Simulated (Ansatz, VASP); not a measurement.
## In3Sn5Te8 (Sn0.6In0.4Te, rock salt) in two plane-wave programs

One calculation is typed for both programs; each brings its own data sets. How far apart do they land? The cell is invented: As first built, before any earlier steps moved the atoms (in the runner's words): 1x2x2 conventional cells of the SnTe type (32 atoms: 6 In, 10 Sn, 16 Te); Sn/In share their sites, the best of 600 random draws by like-pair counts in two shells; start lattice by linear mixing of the end members' cells; atoms moved at random by 0.02 A. It may not be a known or stable phase. The structure shown is the start of the Ansatz relaxation below; VASP solves that cell, so the two are compared at the walk's first step.

Program: Ansatz 0.2.0. Level of theory: plane waves, with VASP 6.6.1 beside it; single point at PBE with D3(BJ). Results are calculated unless marked as measured.

## Step 1: Starting point

The cell holds 32 atoms: 6 In, 10 Sn and 16 Te. Its edges and angles: a = 6.327 Å, b = 12.748 Å, c = 12.749 Å, α = 89.9°, β = 90.0°, γ = 90.0°. It derives from SnTe (SnTe type, space group 225), repeated 1×2×2. As first built, before any earlier steps moved the atoms (in the runner's words): 1x2x2 conventional cells of the SnTe type (32 atoms: 6 In, 10 Sn, 16 Te); Sn/In share their sites, the best of 600 random draws by like-pair counts in two shells; start lattice by linear mixing of the end members' cells; atoms moved at random by 0.02 A.

## Step 2: Ansatz: relaxation, PBE with D3(BJ)

Ansatz runs on its default PAW (the set named soft_2) files.

The two programs are compared at the cell with which this relaxation starts, whose forces are those of its first step.

The input, input.yaml:

```yaml
crystal:
  lattice:
    - [6.32709, -0.00023, 8.0e-05]
    - [-0.00046, 12.74753, 0.00644]
    - [0.00016, 0.00644, 12.74874]
  atoms:
    - { symbol: In, position: [0.50003, 0.99901, 0.25155] }
    - { symbol: In, position: [0.50045, 0.24993, 9.0e-05] }
    - { symbol: In, position: [0.00067, 0.75033, 0.25005] }
    - { symbol: In, position: [0.00015, 0.4998, 0.50079] }
    - { symbol: In, position: [0.50042, 0.50113, 0.74922] }
    - { symbol: In, position: [0.5004, 0.7492, 0.4996] }
    - { symbol: Sn, position: [0.00028, 0.99979, 0.00194] }
    - { symbol: Sn, position: [0.00038, 0.24862, 0.24968] }
    - { symbol: Sn, position: [0.00031, 0.99571, 0.49858] }
    - { symbol: Sn, position: [0.00037, 0.25144, 0.75009] }
    - { symbol: Sn, position: [0.50022, 0.00089, 0.75139] }
    - { symbol: Sn, position: [0.50029, 0.25163, 0.50028] }
    - { symbol: Sn, position: [0.00042, 0.49933, 0.99922] }
    - { symbol: Sn, position: [0.50037, 0.50205, 0.25237] }
    - { symbol: Sn, position: [0.50064, 0.75002, 0.00212] }
    - { symbol: Sn, position: [0.00055, 0.74811, 0.74592] }
    - { symbol: Te, position: [0.50032, 0.00031, 0.00056] }
    - { symbol: Te, position: [0.50022, 0.24931, 0.24939] }
    - { symbol: Te, position: [0.0001, 0.99939, 0.25096] }
    - { symbol: Te, position: [0.00033, 0.25021, 0.00033] }
    - { symbol: Te, position: [0.50033, 0.00129, 0.5015] }
    - { symbol: Te, position: [0.50026, 0.25019, 0.75058] }
    - { symbol: Te, position: [0.00023, 7.0e-05, 0.75033] }
    - { symbol: Te, position: [0.00018, 0.2492, 0.50003] }
    - { symbol: Te, position: [0.50046, 0.49915, 0.99969] }
    - { symbol: Te, position: [0.50064, 0.75113, 0.25035] }
    - { symbol: Te, position: [0.00061, 0.50024, 0.25063] }
    - { symbol: Te, position: [0.00065, 0.7498, 0.99948] }
    - { symbol: Te, position: [0.50041, 0.50001, 0.50145] }
    - { symbol: Te, position: [0.50046, 0.75109, 0.75177] }
    - { symbol: Te, position: [0.00029, 0.50062, 0.74978] }
    - { symbol: Te, position: [0.00028, 0.74885, 0.49902] }
kpoints:
  mp_grid: { grid: [4, 2, 2], shift: [0.5, 0.5, 0.5] }
hamiltonian:
  xc: pbe
  dispersion: d3bj
scf:
  occupations: { method: methfessel_paxton, width: 0.15 }
output:
  forces: true
  stress: true
relax:
  f_tol: 0.02
  max_steps: 25
  cell: { stress_tol: 0.1 }
```

The run is started by

```console
$ ansatz run input.yaml --threads 4 --pin off --max-ram 15360MiB --backend cpu --events-out ev --progress --plain --runs-dir out
```

Numbers of over 12 decimals in the logs are rounded to 6 here.

Log:

```text
The last accepted step is kept in <dir> (removed where the run ends without a failure and the disk answers)
Engine: ansatz 0.2.0, aarch64-unknown-linux-gnu
Pseudopotentials: kind: paw
Pseudopotential: In, paw, valence charge 13, recommended cutoff 420 eV (normal), In.paw.azcp
Pseudopotential: Sn, paw, valence charge 14, recommended cutoff 420 eV (normal), Sn.paw.azcp
Pseudopotential: Te, paw, valence charge 16, recommended cutoff 420 eV (normal), Te.paw.azcp
Functional definition: PBE
  parameter kappa = 0.804
  parameter beta = 0.066725
  exchange = pbe_x(kappa = kappa, mu = beta*pi^2/3)
  correlation = pbe_c(beta = beta)
Crystal: 32 atoms, lattice volume = 1028.246 Å³
Basis set: ecut = 420 eV, 20087 PW (Γ), exchange–correlation on 90×180×180 points (8 copies of the dense FFT grid, shifted against one another)
Bands: 285, of which v1, the nominal top of the filled ones, is band 237 counted from 1 (236 counted from 0)
Symmetry: 1 space group operations
Space group: P1 (ITA 1), of the structure as read, at distance tolerance 1.0e-4 Å
k-points: 8 of 16 (time reversal used)
Non-local potential: In, projectors of the file, l = 0: 2, l = 1: 2, l = 2: 2, l = 3: 2
Non-local potential: Sn, projectors of the file, l = 0: 2, l = 1: 2, l = 2: 2, l = 3: 2
Non-local potential: Te, projectors of the file, l = 0: 2, l = 1: 2, l = 2: 2, l = 3: 2
PAW form: soft (Blöchl's): semilocal exchange-correlation on the pseudo side does not see the compensation charge
PAW one-centre angular grid: In, 590 points (default); XC on 64 Gauss nodes
PAW one-centre angular grid: Sn, 590 points (default); XC on 64 Gauss nodes
PAW one-centre angular grid: Te, 590 points (default); XC on 64 Gauss nodes
Initial density: superposition of atomic densities (neutral atoms: chi_scale 0, normalization atom), corrected by the library's trained network
Initial wavefunctions: pseudopotential atomic-orbital guess
Functional: x = pbe(κ = 0.804, μ = 0.219515), c = pbe(β = 0.066725)
SCF iter   1: F=—  HF=-205529.950836 eV  |F-HF|=—  |Δ(HF+E_count)|=         —  Δρ=1.63e-3  dr2=1.02e-1  ethr=1.77e-3  ⟨swp⟩=6.0  Hψ=8753  notcnv=0  defer=14
preconditioner: auto → LDOS  [metal: Δε(μ)=0.025 eV  Ē_g=10.487 eV  σ=0.150 eV  W_gap=0.14  n_scr=232 (ndim 8)  ℏωp=16.9 eV  f_vac=0.013  D(μ)=16.26/eV (n_scr^D=78)  β→1.0]
SCF iter   2: F=—  HF=-205529.918166 eV  |F-HF|=—  |Δ(HF+E_count)|=   3.27e-2  S|Δr|=    0.00e0  Δρ=7.65e-4  dr2=1.13e-2  ethr=2.14e-5  ⟨swp⟩=2.0  Hψ=3884  notcnv=0  defer=14
SCF iter   3: F=—  HF=-205529.916223 eV  |F-HF|=—  |Δ(HF+E_count)|=   1.94e-3  S|Δr|=    0.00e0  Δρ=5.38e-4  dr2=3.58e-3  ethr=2.37e-6  ⟨swp⟩=2.0  Hψ=3234  notcnv=0  defer=14
SCF iter   4: F=—  HF=-205529.914890 eV  |F-HF|=—  |Δ(HF+E_count)|=   1.33e-3  S|Δr|=    0.00e0  Δρ=8.62e-5  dr2=1.98e-4  ethr=7.56e-7  ⟨swp⟩=2.0  Hψ=3538  notcnv=0  defer=14
SCF iter   5: F=—  HF=-205529.914866 eV  |F-HF|=—  |Δ(HF+E_count)|=   2.41e-5  S|Δr|=    0.00e0  Δρ=4.04e-5  dr2=2.89e-5  ethr=4.19e-8  ⟨swp⟩=2.0  Hψ=3616  notcnv=0  defer=14
SCF iter   6: F=—  HF=-205529.915204 eV  |F-HF|=—  |Δ(HF+E_count)|=   3.38e-4  S|Δr|=    0.00e0  Δρ=1.28e-5  dr2=3.85e-6  ethr=6.11e-9  ⟨swp⟩=2.0  Hψ=3842  notcnv=0  defer=14
SCF iter   7: F=—  HF=-205529.915203 eV  |F-HF|=—  |Δ(HF+E_count)|=   3.18e-7  S|Δr|=    0.00e0  Δρ=6.64e-6  dr2=1.02e-6  ethr=8.13e-10  ⟨swp⟩=2.0  Hψ=3848  notcnv=0  defer=14
SCF iter   8: F=—  HF=-205529.915203 eV  |F-HF|=—  |Δ(HF+E_count)|=   2.52e-7  S|Δr|=    0.00e0  Δρ=2.18e-6  dr2=1.26e-7  ethr=2.16e-10  ⟨swp⟩=2.0  Hψ=3848  notcnv=0  defer=14
SCF iter   9: F=-205529.915203 eV  HF=-205529.915203 eV  |F-HF|=7.45e-9  |Δ(HF+E_count)|=   2.10e-8  S|Δr|=    0.00e0  Δρ=7.63e-7  dr2=1.16e-8  ethr=2.11e-11  ⟨swp⟩=4.0  Hψ=6584  notcnv=0
SCF 1 converged in 9 iterations: F = -205529.915203 eV  dr2 = 1.16e-8
  greatest PAW one-centre occupation: 0.998 electrons in one spin orbital (limit 2), on the Te atom at site 31 (counted from 0), in its partial waves of l = 2
relax step   1: F+E_penalty+E_count = -205529.91520322 eV  Δ(F+E_penalty+E_count) = +0.000e0 eV  max|allowed force component| = 1.707e-2 eV/Å  Δτ_max = 0.0000 Å  P = -1.970 GPa  Ω = 1028.246 Å³  (9 SCF iters, dr2 threshold 1.00e-7 eV, accepted)
Crystal: 32 atoms, lattice volume = 952.529 Å³
Basis set: ecut = 420 eV, 18653 PW (Γ), exchange–correlation on 90×180×180 points (8 copies of the dense FFT grid, shifted against one another)
Initial density: handed on by an earlier stage of this run
Initial wavefunctions: those handed on with the density
iter 1 solved again at ethr=3.40e-5 eV; its pass at ethr=3.10e-3 eV (dr2=1.61e-1 eV) is discarded
SCF iter   1: F=—  HF=-205530.158011 eV  |F-HF|=—  |Δ(HF+E_count)|=         —  Δρ=2.04e-3  dr2=1.56e-1  ethr=3.40e-5  ⟨swp⟩=3.0  Hψ=11086  notcnv=0
[...]
preconditioner: auto → Kerker (q_TF=auto, 2.418 Å⁻¹)  [metal: Δε(μ)=0.030 eV  Ē_g=10.691 eV  σ=0.150 eV  W_gap=0.17  n_scr=232 (ndim 8)  ℏωp=17.4 eV  f_vac=0.009  D(μ)=16.85/eV (n_scr^D=86)]
SCF iter   2: F=—  HF=-205530.235452 eV  |F-HF|=—  |Δ(HF+E_count)|=   3.58e-4  S|Δr|=    0.00e0  Δρ=2.78e-5  dr2=1.19e-6  ethr=1.02e-9  ⟨swp⟩=2.1  Hψ=4187  notcnv=0
[...]
SCF converged after 5 iterations
Stability not checked: this state was not tested for a lower state beside it, because cold or Methfessel-Paxton smearing, or corrected tetrahedra, fill the levels in a way that the test cannot read (fill_not_monotonic; see scf.lower_state_search)
Free energy (F): -205530.235454 eV
Harris-Foulkes:  -205530.235454 eV  (|F-HF|=1.46e-10)
Internal energy: -205530.195575 eV  (E = F + TS)
E sigma→0 (E₀):  -205530.225484 eV
Entropy (-TS):   -0.039879 eV (-1.246 meV/atom)
Fermi energy:    9.457137 eV
Step filling:    the computed levels leave a gap of 0.0305 eV = 0.2 smearing widths at the electron count; against every level under it full and every level over it empty, smearing changes F+E_penalty+E_count by -25.551 meV and its σ→0 estimate by -15.581 meV
--- Per-component energies (eV) ---
  E_band       = -5213.292286
  E_kinetic    = 6196.910988
  E_local      = -35503.320484  (includes V_loc(G=0)·N_el)
  E_nonlocal   = -3089.616174
  E_hartree    = 20904.322651
  E_xc         = -7118.222060
  E_vxc        = -3234.150401  (∫ρ·V_xc dr)
  E_paw        = -140852.951462  (= ΣΔE_a)
  E_vpaw       = -11391.762062  (= ΣTr[D̂ρ^β])
  E_aug_tail   = -0.002755  (compensation charges beyond the density's cutoff)
  E_ewald      = -46054.549518
  E_disp       = -12.766762  (pairwise vdW)
  E_smearing   = -0.039879  (= −TS)
  E_closure    = -0.000000  (closes the sum)
  Σ components = -205530.235454   (vs F -205530.235454, Δ=0.00e0)
--- Forces (eV/Å), atoms counted from 1 ---
  atom   1  In     0.00010181     0.00089631     0.00063715
  atom   2  In    -0.00008120    -0.00130504    -0.00138572
  atom   3  In    -0.00015930    -0.00045258    -0.00319924
  atom   4  In    -0.00000398    -0.00324265    -0.00072924
  atom   5  In     0.00005224     0.00082253     0.00082930
  atom   6  In     0.00000324     0.00032470     0.00022436
  atom   7  Sn     0.00001332    -0.00091409    -0.00149146
  atom   8  Sn    -0.00008005     0.00248268     0.00215171
  atom   9  Sn     0.00000721     0.00256379     0.00166398
  atom  10  Sn    -0.00011116    -0.00125534    -0.00099803
  atom  11  Sn    -0.00003453    -0.00030675    -0.00033148
  atom  12  Sn    -0.00000044    -0.00086607    -0.00104145
  atom  13  Sn     0.00004835     0.00228591     0.00243936
  atom  14  Sn     0.00002119    -0.00304006    -0.00295496
  atom  15  Sn    -0.00000604    -0.00099218    -0.00083768
  atom  16  Sn    -0.00004887     0.00173428     0.00234792
  atom  17  Te     0.00001174    -0.00451792    -0.00567261
  atom  18  Te     0.00009449     0.00615757     0.00571313
  atom  19  Te    -0.00001159     0.00123825     0.00141146
  atom  20  Te     0.00005392     0.00123556     0.00129690
  atom  21  Te     0.00005608     0.00723965     0.00201794
  atom  22  Te     0.00004251    -0.00568607    -0.00445020
  atom  23  Te     0.00002937     0.00014209     0.00024744
  atom  24  Te    -0.00002152    -0.00343605    -0.00258361
  atom  25  Te    -0.00003940     0.00564139     0.00632799
  atom  26  Te     0.00006527    -0.00163010    -0.00308327
  atom  27  Te    -0.00010760    -0.00250514    -0.00238366
  atom  28  Te    -0.00001789    -0.00263598    -0.00321387
  atom  29  Te     0.00011283    -0.00358923    -0.00150817
  atom  30  Te     0.00002487     0.00190194     0.00704007
  atom  31  Te     0.00005968     0.00157343     0.00137486
  atom  32  Te    -0.00007441     0.00013483     0.00014079
  max |Σ_I F_I| component: 3.28e-7 eV/Å
--- Stress (GPa, compression-positive) ---
       -0.000350       0.000177       0.000173
        0.000177       0.002632       0.003856
        0.000173       0.003856       0.002172
  P = ⅓ Tr σ = 0.0015 GPa (0.015 kbar)
--- Relaxed structure (5 steps of the walk, 4 accepted, 1 SCFs on fresh bases) ---
  F+E_penalty+E_count = -205530.23545422 eV   max|allowed force component| = 7.240e-3 eV/Å   (the final SCF, on the basis selected at the relaxed cell)
  cell:  # Å, volume = 978.7754 Å³
    - [6.239347, -5.117708517710347e-5, -5.544006159081597e-5]
    - [-0.000101572, 12.524759, 0.00642674]
    - [-0.000112111, 0.00642727, 12.524911]
  atoms:
    - { symbol: In, position: [0.500343, 0.999174, 0.251103] }
    - { symbol: In, position: [0.500378, 0.250138, 0.000480369] }
    - { symbol: In, position: [0.000400041, 0.750087, 0.250414] }
    - { symbol: In, position: [0.00035187, 0.500078, 0.500435] }
    - { symbol: In, position: [0.500344, 0.500752, 0.749503] }
    - { symbol: In, position: [0.500376, 0.749690, 0.500023] }
    - { symbol: Sn, position: [0.000359508, 0.999885, 0.00192123] }
    - { symbol: Sn, position: [0.000374584, 0.248582, 0.249742] }
    - { symbol: Sn, position: [0.000353612, 0.995982, 0.498374] }
    - { symbol: Sn, position: [0.000379352, 0.251559, 0.750234] }
    - { symbol: Sn, position: [0.500365, 0.000812099, 0.751160] }
    - { symbol: Sn, position: [0.500368, 0.251942, 0.500616] }
    - { symbol: Sn, position: [0.000361871, 0.499391, 0.998925] }
    - { symbol: Sn, position: [0.500372, 0.501944, 0.252270] }
    - { symbol: Sn, position: [0.500374, 0.750275, 0.00227196] }
    - { symbol: Sn, position: [0.000372911, 0.748017, 0.746327] }
    - { symbol: Te, position: [0.500362, 0.00135966, 0.00109475] }
    - { symbol: Te, position: [0.500363, 0.248426, 0.248903] }
    - { symbol: Te, position: [0.000349559, 0.998708, 0.250712] }
    - { symbol: Te, position: [0.000370572, 0.250072, 0.00041485] }
    - { symbol: Te, position: [0.500352, 0.000383772, 0.500598] }
    - { symbol: Te, position: [0.500368, 0.250751, 0.751697] }
    - { symbol: Te, position: [0.000362984, -4.016437843763635e-5, 0.750307] }
    - { symbol: Te, position: [0.000366399, 0.249715, 0.500167] }
    - { symbol: Te, position: [0.500367, 0.498563, 0.998753] }
    - { symbol: Te, position: [0.500390, 0.751692, 0.250887] }
    - { symbol: Te, position: [0.0003834, 0.500738, 0.251074] }
    - { symbol: Te, position: [0.000373449, 0.749826, 1.000046] }
    - { symbol: Te, position: [0.500354, 0.500566, 0.502018] }
    - { symbol: Te, position: [0.500364, 0.750254, 0.750721] }
    - { symbol: Te, position: [0.000345801, 0.500359, 0.749046] }
    - { symbol: Te, position: [0.000373315, 0.748165, 0.498502] }
```

[end of part 1 of 2]

[Lines on the potential files, build, host, timing and source positions are cut from VASP's logs without a mark.]

[Logs are printed without paths, hosts, clocks, repeated set-up lines and the standing remarks that a program may print on its own settings, such as how far it seeks lower states.]

[Hosts, paths, dates, database ids (printed as entryN), source tags and the programs' standing remarks are cut or masked in the printed files.]
